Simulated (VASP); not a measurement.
Calculation: PBEsol GGA, VASP's PBE PAW potentials (set 64) (plane waves; VASP 6.6.1).

VASP ran on this input.

### POSCAR
```
Li2S
1
    0.0000000000     2.8284777697     2.8284777697
    2.8284777697     0.0000000000     2.8284777697
    2.8284777697     2.8284777697     0.0000000000
Li S
2 1
Direct
  0.2500000000   0.2500000000   0.2500000000
  0.7500000000   0.7500000000   0.7500000000
  0.0000000000   0.0000000000   0.0000000000
```

INCAR:
```
GGA = PS
ISIF = 3   ! ions, shape and volume
IBRION = 6
SIGMA = 0.05
ENCUT = 650   ! plane-wave cut-off (eV)
LWAVE = .FALSE.
PREC = Accurate
LREAL = .FALSE.   ! projection in real space or not
ALGO = Normal
NFREE = 2
LCHARG = .FALSE.
EDIFF = 1E-7   ! SCF stop (eV)
POTIM = 0.015
NSW = 1
NELM = 100   ! most electronic steps
ISMEAR = 0   ! Gaussian
LASPH = .TRUE.
SYSTEM = Li2S
```

KPOINTS:
```
Automatic mesh
0
Gamma
7 7 7
0 0 0
```

POTCAR, in this order: Li_sv S (PBE.64 set). Program: vasp_std.

Output of the run:

### OUTCAR
```


 TOTAL ELASTIC MODULI (kBar)
 Direction    XX          YY          ZZ          XY          YZ          ZX
 --------------------------------------------------------------------------------
 XX         859.4904    202.7474    202.7474      0.0000      0.0000      0.0000
 YY         202.7474    859.4904    202.7474      0.0000      0.0000      0.0000
 ZZ         202.7474    202.7474    859.4904      0.0000     -0.0000      0.0000
 XY           0.0000      0.0000      0.0000    345.1266      0.0000     -0.0000
 YZ           0.0000      0.0000     -0.0000      0.0000    345.1266     -0.0000
 ZX           0.0000      0.0000      0.0000     -0.0000     -0.0000    345.1266
 --------------------------------------------------------------------------------
```
(Selected blocks of OUTCAR.)

The compound is Li2S in the antifluorite structure. It was relaxed first.
